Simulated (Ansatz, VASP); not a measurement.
# Cross-check of Ru (Ruthenium) between VASP and Ansatz, part 2 of 2

Aim: how closely do two programs agree when they are given the same cell, functional and k mesh? The cell is taken from a series of runs on this material, whose earlier steps may have relaxed, scaled, displaced or heated it; both programs get it as it stands.

VASP 6.6.1 and Ansatz 0.2.0.

So far: Starting point; VASP: zone-centre phonons, PBE.

## (3) Ansatz: zone-centre phonons, PBE

Level of this step: Ansatz beside VASP: Kohn-Sham DFT, plane waves, PBE (Ansatz).

Ansatz runs on its default PAW (the set named soft_2) files.

The same cell, functional, mesh and smearing now go to Ansatz, which takes its cutoff from its data sets.

Input file input.yaml:

```yaml
crystal:
  lattice:
    - [2.7196079816, 0.0, 0.0]
    - [-1.3598039908, 2.3552496004, 0.0]
    - [0.0, 0.0, 4.2965094293]
  atoms:
    - { symbol: Ru, position: [0.3333333333, 0.6666666667, 0.25] }
    - { symbol: Ru, position: [0.6666666667, 0.3333333333, 0.75] }
kpoints:
  mp_grid: { grid: [6, 6, 4] }
hamiltonian:
  xc: pbe
scf:
  occupations: { method: methfessel_paxton, width: 0.2 }
output:
  eigenvalues: true
phonons:
  method: dfpt
  qmesh: [2, 2, 2]
  temperatures: { t_max: 1000, t_step: 50 }
  qpath:
    path:
      - [[0.0, 0.0, 0.0], [0.5, 0.0, 0.0], [0.33333333, 0.33333333, 0.0], [0.0, 0.0, 0.0], [0.0, 0.0, 0.5], [0.5, 0.0, 0.5], [0.33333333, 0.33333333, 0.5], [0.0, 0.0, 0.5]]
      - [[0.5, 0.0, 0.5], [0.5, 0.0, 0.0]]
      - [[0.33333333, 0.33333333, 0.5], [0.33333333, 0.33333333, 0.0]]
    npoints: 10
```

The run is started by

```console
$ ansatz run input.yaml --threads 4 --pin off --max-ram 10240MiB --backend cpu --events-out ev --progress --plain --runs-dir out
```

Numbers of over 12 decimals in the logs are rounded to 6 here.

Output:

```text
Engine: ansatz 0.2.0, aarch64-unknown-linux-gnu
Pseudopotentials: kind: paw
Pseudopotential: Ru, paw, valence charge 16, recommended cutoff 420 eV (normal), Ru.paw.azcp
Functional definition: PBE
  parameter kappa = 0.804
  parameter beta = 0.066725
  exchange = pbe_x(kappa = kappa, mu = beta*pi^2/3)
  correlation = pbe_c(beta = beta)
Crystal: 2 atoms, lattice volume = 27.521 Å³
Basis set: ecut = 420 eV, 537 PW (Γ), exchange–correlation on 40×40×60 points (8 copies of the dense FFT grid, shifted against one another)
Bands: 20, of which v1, the nominal top of the filled ones, is band 16 counted from 1 (15 counted from 0)
Symmetry: 24 space group operations
k-points: 21 of 144
Non-local potential: Ru, projectors of the file, l = 0: 3, l = 1: 2, l = 2: 2, l = 3: 1
PAW form: soft (Blöchl's): semilocal exchange-correlation on the pseudo side does not see the compensation charge
PAW one-centre angular grid: Ru, 590 points (default); XC on 64 Gauss nodes
Initial density: superposition of atomic densities (neutral atoms: chi_scale 0, normalization atom), corrected by the library's trained network
Initial wavefunctions: pseudopotential atomic-orbital guess
Functional: x = pbe(κ = 0.804, μ = 0.219515), c = pbe(β = 0.066725)
SCF iter   1: F=—  HF=-11757.304838 eV  |F-HF|=—  |Δ(HF+E_count)|=         —  Δρ=7.04e-3  dr2=2.76e-3  ethr=1.77e-3  ⟨swp⟩=5.0  Hψ=3709  notcnv=0  defer=5
automatic band count: the SCF goes on with 24 bands, as 20 were too few: the levels above may hold too much charge
preconditioner: auto → none  [metal: Δε(μ)=0.068 eV  Ē_g=11.419 eV  σ=0.200 eV  W_gap=0.27  n_scr=8 (ndim 8)  ℏωp=28.3 eV  f_vac=0.000  D(μ)=2.93/eV (n_scr^D=36)  sad-step TF]
SCF iter   2: F=—  HF=-11757.306753 eV  |F-HF|=—  |Δ(HF+E_count)|=   1.92e-3  S|Δr|=    0.00e0  Δρ=4.08e-3  dr2=9.84e-4  ethr=8.64e-6  ⟨swp⟩=2.0  Hψ=878  notcnv=0  defer=5
SCF iter   3: F=—  HF=-11757.307805 eV  |F-HF|=—  |Δ(HF+E_count)|=   1.05e-3  S|Δr|=    0.00e0  Δρ=2.83e-4  dr2=6.09e-6  ethr=3.08e-6  ⟨swp⟩=2.5  Hψ=657  notcnv=0  defer=5
SCF iter   4: F=—  HF=-11757.307804 eV  |F-HF|=—  |Δ(HF+E_count)|=   1.59e-6  S|Δr|=    0.00e0  Δρ=1.12e-4  dr2=7.47e-7  ethr=1.90e-8  ⟨swp⟩=2.0  Hψ=804  notcnv=0  defer=5
SCF iter   5: F=—  HF=-11757.307807 eV  |F-HF|=—  |Δ(HF+E_count)|=   3.62e-6  S|Δr|=    0.00e0  Δρ=2.53e-5  dr2=2.34e-8  ethr=2.34e-9  ⟨swp⟩=2.6  Hψ=832  notcnv=0  defer=5
SCF iter   6: F=—  HF=-11757.307807 eV  |F-HF|=—  |Δ(HF+E_count)|=   4.55e-8  S|Δr|=    0.00e0  Δρ=7.88e-6  dr2=3.48e-9  ethr=7.31e-11  ⟨swp⟩=2.0  Hψ=803  notcnv=0  defer=5
SCF iter   7: F=—  HF=-11757.307807 eV  |F-HF|=—  |Δ(HF+E_count)|=   3.50e-9  S|Δr|=    0.00e0  Δρ=1.39e-6  dr2=7.72e-11  ethr=1.09e-11  ⟨swp⟩=3.0  Hψ=781  notcnv=0  defer=5
SCF iter   8: F=-11757.307807 eV  HF=-11757.307807 eV  |F-HF|=3.64e-12  |Δ(HF+E_count)|=  1.40e-10  S|Δr|=    0.00e0  Δρ=1.52e-7  dr2=1.50e-12  ethr=1.00e-12  ⟨swp⟩=7.7  Hψ=2334  notcnv=0
SCF 1 converged in 8 iterations: F = -11757.307807 eV  dr2 = 1.50e-12
  greatest PAW one-centre occupation: 0.998 electrons in one spin orbital (limit 2), on the Ru atom at site 1 (counted from 0), in its partial waves of l = 0
NSCF: frozen V_eff on 21 k-points
NSCF: frozen V_eff on 39 k-points
DFPT response loops at q = (0, 0, 0) (fractional): preconditioner auto → Kerker (q_TF=auto, 2.798 Å⁻¹) (partly filled bands, converged f_vac=0.000); β = 1.00, the filter's whole step (`scf.mixing.beta` (0.50) is not read by the response loops under this deck's `scf.mixing.preconditioner`; to damp them name `kerker` or `kerker_dos`, under which they read `scf.mixing.beta`, and type it under 1.00, their step now; both keys bind the ground state too); Broyden in place of MSR1
NSCF: frozen V_eff on 78 k-points
DFPT response loops at q = (0, 0, -0.5) (fractional): mixed as the last ones told, above
NSCF: frozen V_eff on 78 k-points
DFPT response loops at q = (0, -0.5, 0) (fractional): mixed as the last ones told, above
NSCF: frozen V_eff on 78 k-points
DFPT response loops at q = (0, -0.5, -0.5) (fractional): mixed as the last ones told, above
SCF converged after 8 iterations
Stability not checked: this state was not tested for a lower state beside it, because cold or Methfessel-Paxton smearing, or corrected tetrahedra, fill the levels in a way that the test cannot read (fill_not_monotonic; see scf.lower_state_search)
Free energy (F): -11757.307807 eV
Harris-Foulkes:  -11757.307807 eV  (|F-HF|=3.64e-12)
Internal energy: -11757.303462 eV  (E = F + TS)
E sigma→0 (E₀):  -11757.306721 eV
Entropy (-TS):   -0.004346 eV (-2.173 meV/atom)
Fermi energy:    23.378732 eV
--- Per-component energies (eV) ---
  E_band       = -117.047532
  E_kinetic    = 1027.756988
  E_local      = -2543.550638  (includes V_loc(G=0)·N_el)
  E_nonlocal   = 685.902047
  E_hartree    = 817.163494
  E_xc         = -381.023544
  E_vxc        = -478.358768  (∫ρ·V_xc dr)
  E_paw        = -6921.327223  (= ΣΔE_a)
  E_vpaw       = -443.123723  (= ΣTr[D̂ρ^β])
  E_aug_tail   = -0.000378  (compensation charges beyond the density's cutoff)
  E_ewald      = -4442.224209
  E_smearing   = -0.004346  (= −TS)
  E_closure    = -0.000000  (closes the sum)
  Σ components = -11757.307807   (vs F -11757.307807, Δ=0.00e0)
--- Band table (eV; the first three rows and the last of 21) ---
  k-point 0: bands = [... 12 lower, 20.7756, 21.2649, 21.2649, 21.7642, 21.7642, 24.3006, 24.3006, 24.4350, ... 4 higher]
  k-point 1: bands = [... 12 lower, 20.4807, 20.9186, 20.9186, 22.5201, 22.5201, 22.5987, 24.2695, 24.2695, ... 4 higher]
  k-point 2: bands = [... 12 lower, 20.4263, 20.4263, 20.4757, 20.4757, 23.6726, 23.6726, 23.6726, 23.6726, ... 4 higher]
  k-point 20: bands = [... 12 lower, 20.4674, 20.4674, 21.9816, 21.9816, 24.3343, 24.3343, 31.4573, 31.4573, ... 4 higher]
--- Phonons (Γ-DFPT): 2 representative perturbations + reference (Σ response iterations 6) ---
  ASR residual: 5.689e-5 → 0.000e0 eV/Å²; symmetrization residual: 1.513e-12 eV/Å²
  ASR residual per site (eV/Å²): 5.69e-5 5.69e-5
  Γ frequencies (cm⁻¹): 0.00 0.00 0.00 181.43 181.43 211.10
--- Phonons (arbitrary-q DFPT): 4 irreducible q on the 2×2×2 mesh ---
  q = [0.0000, 0.0000, 0.0000] (star 1, of the zone-centre solve; hermiticity 5.49e-14, symmetrization 1.82e-13): -0.00 0.00 0.00 181.43 181.43 211.10
  q = [0.0000, 0.0000, -0.5000] (star 1, 2 solved perturbations in 60 linear systems a pass and spin channel, the states on 39 of 144 k-point pairs; hermiticity 3.31e-11, symmetrization 1.65e-11): 133.97 133.97 133.97 133.97 178.00 178.00
  q = [0.0000, -0.5000, 0.0000] (star 3, 3 solved perturbations on 39 of 144 k-point pairs; hermiticity 1.93e-5, symmetrization 1.06e-4): 119.54 140.97 149.53 172.02 195.09 200.97
  q = [0.0000, -0.5000, -0.5000] (star 3, 3 solved perturbations on 39 of 144 k-point pairs; hermiticity 3.82e-5, symmetrization 1.18e-5): 123.51 123.51 167.74 167.74 231.55 231.55
  sum rule: each row above includes the acoustic sum rule's correction from the zone centre's row sums; it moved no ω² by more than (0.39 cm⁻¹)²
  mesh force constants: q→R imaginary residual 1.83e-17; ASR residual 5.689e-5 → 0.000e0 eV/Å²; symmetrization residual 1.421e-14 eV/Å²
  interpolated dispersion: 93 rows × 6 modes
  density of states and harmonic sums: on the 26×26×14 q-mesh, interpolated from the force constants of a 2×2×2 supercell (no non-analytic term)
  largest difference from the sums on the solved wave vectors: F 7.82e-2 eV, S 1.10e-4 and C_V 3.23e-5 eV/K
  zero-point energy: 0.059675 eV/cell   skipped modes (ω ≤ 0): 3   left out of the sums: 5.28e-5 of the cell's modes: C_V's classical limit lies that fraction below 3 k_B per atom; for a crystal, a wire or a layer, F and S can be off by more, and a phonons.interpolated_qmesh denser along its periods is the remedy for the sampling
```

The column dr2 measures how far the density is from self-consistency, as an energy; F and HF (Harris–Foulkes) agree once it is small.

## (4) Side by side

Known differences besides the potentials themselves: VASP's run holds the zone centre alone; the data sets hold 32 valence electrons in Ansatz (on its default PAW (the set named soft_2) files) and 28 in VASP; the cutoff is 420 eV in Ansatz and 500 eV in VASP. Total energies have different zeros and are not compared.

Compared:

```
                  quantity  Ansatz   VASP  difference
optical mode 1 to 2 (cm⁻¹)   181.4  181.9     -0.24 %
     optical mode 3 (cm⁻¹)   211.1  210.0     +0.53 %
```

Modes are paired by rising frequency, not by their patterns, so a pair may set unlike modes beside each other; they are those without the splitting of longitudinal modes.

## (5) Outcome

```yaml
r_m_s_difference_of_the_optical_zone_centre_modes_each_program_s_sorted_by_frequency_zone_centre_phonons_pbe: 0.73 cm⁻¹
difference_in_optical_mode_3_zone_centre_phonons_pbe: +0.5 %
```

**Reading.** The r.m.s. difference of the optical zone-centre modes, each program's sorted by frequency is 0.73 cm⁻¹ (zone-centre phonons, PBE). The data sets hold unlike numbers of valence electrons (32 in Ansatz and 28 in VASP), so part of the differences comes from the potentials. Among the rows given in per cent, the largest difference of the zone-centre phonons, PBE pair is in optical mode 3, +0.5 %. Such differences can come from data sets, numerical settings and the points named under the comparisons, not from the functional's error against experiment.

[Lines on the potential files, build, host, timing and source positions are cut from VASP's logs without a mark.]

[Logs are printed without paths, hosts, clocks, repeated set-up lines and the standing remarks that a program may print on its own settings, such as how far it seeks lower states.]

[Hosts, paths, dates, database ids (printed as entryN), source tags and the programs' standing remarks are cut or masked in the printed files.]
